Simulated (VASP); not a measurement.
Mg6MnSi:

```
Mn Si Mg
1.0
     4.78862    0.00000    0.00000
     0.00000    3.09474    5.30430
     0.00000   -3.09474    5.30430
Mn Si Mg
1 1 6
Direct
  0.00000 0.82259 0.82259
  0.50000 0.68124 0.68124
  0.50000 0.16674 0.16674
  0.50000 0.66990 0.15258
  0.50000 0.15258 0.66990
  0.00000 0.33423 0.33423
  0.00000 0.83107 0.34165
  0.00000 0.34165 0.83107
```

The cell comes from a database or a generator and needn't be the stable form of this composition.

| Property | Result |
| --- | --- |
| Program | VASP 6.6.1 |
| Task | single point |
| Functional | PBE |
| Potentials or basis | VASP PAW PBE potentials, release 64 (Mn_pv, Si, Mg) |
| Cutoff | 520 eV |
| k mesh | 6 × 5 × 5 |
| Occupations | fermi-dirac, width 0.05 eV |
| Spin | collinear spin, ferromagnetic start |
| Starting moments | [4.0, 0.0, 0.0, 0.0, 0.0, 0.0, 0.0, 0.0] μB |

On this cell: pressure 0.0 GPa; largest force 0.046 eV/Å; net moment 3.33 μB per cell; site moments Mn +3.50; Si -0.03; Mg +0.01, -0.02, -0.01 μB; band gap on the k mesh none (metal or under the smearing width).

The same run follows on a disturbed copy (atoms moved at random, drawn with an rms of 0.05 Å):

```xyz
8
Lattice="4.7886 0.0000 0.0000 0.0000 3.0947 5.3043 0.0000 -3.0947 5.3043" Properties=species:S:1:pos:R:3 pbc="T T T"
Mn   -0.0199   -0.0091    8.7227
Si    2.4023   -0.0175    7.1818
Mg    2.4009   -0.0264    1.7923
Mg    2.3566    1.5732    4.3437
Mg    2.3362   -1.6176    4.3943
Mg   -0.0029    0.0231    3.5389
Mg    0.0405    1.4611    6.2239
Mg   -0.0029   -1.4603    6.1976
```

What changes?

The energy (extrapolated to zero smearing) moves by +5.1 meV/atom; pressure 0.0 GPa; largest force 0.388 eV/Å; net moment 3.35 μB per cell; site moments Mn +3.52; Si -0.03; Mg +0.01, -0.02, -0.01 μB; band gap on the k mesh none (metal or under the smearing width).

Forces in eV/Å, atoms in the order of the input:
```
Mn  -0.067  0.021  0.030
Si   0.015  0.029  0.110
Mg   0.037 -0.009 -0.118
Mg   0.190  0.083  0.092
Mg   0.203  0.022 -0.106
Mg  -0.131 -0.108 -0.075
Mg  -0.172  0.332 -0.019
Mg  -0.074 -0.371  0.086
```

Stress tensor (GPa, compression positive):
```
-0.25  0.11 -0.19
 0.11  0.19  0.11
-0.19  0.11  0.19
```
